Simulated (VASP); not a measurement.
These are PBEsol GGA, VASP's PBE PAW potentials (set 64) (plane waves; VASP) values and carry that method's errors.

The input files of a VASP run:

### POSCAR
```
CuI
1
   -0.0000000000     2.8345860475     2.8345860475
    2.8345860475    -0.0000000000     2.8345860475
    2.8345860475     2.8345860475    -0.0000000000
Cu I
1 1
Direct
  0.0000000000   0.0000000000   0.0000000000
  0.2500000000   0.2500000000   0.2500000000
```

**KPOINTS**
```
Automatic mesh
0
Gamma
8 8 8
0 0 0
```

### INCAR
```
! general
SYSTEM  = CuI
PREC    = Accurate
ENCUT   = 500   ! plane-wave cut-off (eV)
LREAL   = .FALSE.
LASPH   = .TRUE.   ! aspherical one-centre terms

! electronic loop
EDIFF   = 1E-6   ! SCF stop (eV)
NELM    = 100   ! most electronic steps
ALGO    = Normal   ! blocked Davidson
LMAXMIX = 4   ! l cut-off of mixed one-centre charges

! smearing
ISMEAR  = 0   ! Gaussian
SIGMA   = 0.05

! functional
GGA     = PS

! ions
IBRION  = 2
NSW     = 40   ! most ionic steps
ISIF    = 3   ! ions, shape and volume
EDIFFG  = -0.02   ! ionic stop
PSTRESS = 100

! output
LWAVE   = .FALSE.
LCHARG  = .FALSE.
```

POTCAR, in this order: Cu I (PBE.64 set). Program: vasp_std.

Output of the run:

**OSZICAR**
```
       N       E                     dE             d eps       ncg     rms          rms(c)
DAV:   1     0.109159005280E+03    0.10916E+03   -0.81539E+03   754   0.152E+03
DAV:   2     0.169599421977E+01   -0.10746E+03   -0.10193E+03   759   0.281E+02
DAV:   3    -0.635196325785E+01   -0.80480E+01   -0.79416E+01  1017   0.894E+01
DAV:   4    -0.659505283243E+01   -0.24309E+00   -0.24296E+00   943   0.136E+01
DAV:   5    -0.660291193266E+01   -0.78591E-02   -0.78589E-02  1062   0.251E+00    0.763E+00
DAV:   6    -0.647263008308E+01    0.13028E+00   -0.73338E+00   769   0.850E+01    0.504E+00
DAV:   7    -0.613656358699E+01    0.33607E+00   -0.16293E+00   889   0.509E+01    0.234E+00
DAV:   8    -0.613849893343E+01   -0.19353E-02   -0.11778E-01  1127   0.745E+00    0.765E-01
DAV:   9    -0.613023596386E+01    0.82630E-02   -0.35675E-02   918   0.638E+00    0.253E-01
DAV:  10    -0.613042749671E+01   -0.19153E-03   -0.15376E-03   895   0.409E-01    0.196E-01
DAV:  11    -0.613033191619E+01    0.95581E-04   -0.68315E-04  1056   0.937E-01    0.536E-02
DAV:  12    -0.613034259848E+01   -0.10682E-04   -0.11281E-04   849   0.826E-02    0.426E-02
DAV:  13    -0.613034348393E+01   -0.88545E-06   -0.29665E-06   866   0.168E-02
   1 F= -.32872683E+01 E0= -.32872683E+01  d E =-.328727E+01
       N       E                     dE             d eps       ncg     rms          rms(c)
DAV:   1    -0.615231790675E+01   -0.21975E-01   -0.11947E-01   754   0.937E+00    0.682E-01
DAV:   2    -0.614790919480E+01    0.44087E-02   -0.74117E-02   819   0.976E+00    0.297E-01
DAV:   3    -0.614504682135E+01    0.28624E-02   -0.15292E-02   799   0.455E+00    0.121E-01
DAV:   4    -0.614478828702E+01    0.25853E-03   -0.81870E-04   906   0.327E-01    0.367E-02
DAV:   5    -0.614477637984E+01    0.11907E-04   -0.28681E-05  1126   0.142E-01    0.311E-02
DAV:   6    -0.614477019553E+01    0.61843E-05   -0.64099E-06  1145   0.390E-02    0.101E-02
DAV:   7    -0.614476935102E+01    0.84451E-06   -0.12564E-06   491   0.494E-02
   2 F= -.32869220E+01 E0= -.32869220E+01  d E =0.346251E-03
       N       E                     dE             d eps       ncg     rms          rms(c)
DAV:   1    -0.613802947069E+01    0.67407E-02   -0.77994E-02   754   0.752E+00    0.557E-01
DAV:   2    -0.613532069521E+01    0.27088E-02   -0.50596E-02   789   0.786E+00    0.250E-01
DAV:   3    -0.613327060320E+01    0.20501E-02   -0.10509E-02   799   0.386E+00    0.945E-02
DAV:   4    -0.613311211663E+01    0.15849E-03   -0.54460E-04   799   0.186E-01    0.341E-02
DAV:   5    -0.613310148954E+01    0.10627E-04   -0.29347E-05  1021   0.173E-01    0.275E-02
DAV:   6    -0.613309818139E+01    0.33082E-05   -0.57440E-06  1090   0.272E-02    0.116E-02
DAV:   7    -0.613309720096E+01    0.98043E-06   -0.15686E-06   526   0.549E-02
   3 F= -.32872596E+01 E0= -.32872596E+01  d E =0.871053E-05
```

OUTCAR:
```
------------------------ aborting loop because EDIFF is reached ----------------------------------------
  FORCE on cell =-STRESS in cart. coord.  units (eV):
  Direction    XX          YY          ZZ          XY          YZ          ZX
  --------------------------------------------------------------------------------------
  Total        2.8196594      2.8196594      2.8196594      0.0000000      0.0000000      0.0000000
  in kB       99.0801234     99.0801234     99.0801234      0.0000000      0.0000000      0.0000000
  external PRESSURE =      -0.9198766 kB  Pullay stress =     100.0000000 kB
  volume of cell :       45.60
      direct lattice vectors                 reciprocal lattice vectors
    -0.000000000  2.835503810  2.835503810    -0.176335506  0.176335506  0.176335506
     2.835503810  0.000000000  2.835503810     0.176335506 -0.176335506  0.176335506
     2.835503810  2.835503810 -0.000000000     0.176335506  0.176335506 -0.176335506
  FREE ENERGIE OF THE ION-ELECTRON SYSTEM (eV)
  ---------------------------------------------------
  free  energy   TOTEN  =        -6.1330972010 eV

  energy  without entropy=       -6.1330972010  energy(sigma->0) =       -6.13309720
  enthalpy is  TOTEN    =        -3.2872595635 eV   P V=        2.8458376375

 reached required accuracy - stopping structural energy minimisation
```
(Selected blocks of OUTCAR.)

File CONTCAR:
```
CuI
   1.00000000000000
    -0.0000000000000000    2.8355038100519740    2.8355038100519740
     2.8355038100519740    0.0000000000000000    2.8355038100519740
     2.8355038100519740    2.8355038100519740   -0.0000000000000000
  Cu              I
     1     1
Direct
     0.0000000000000000    0.0000000000000000    0.0000000000000000
     0.2500000000000000    0.2500000000000000    0.2500000000000000
```

The structure was generated: CuI was put into the zinc blende type (F-43m), which need not be its known phase. This run relaxes it under an external pressure of 10 GPa. Symmetry was kept, so distortions that lower it aren't found.
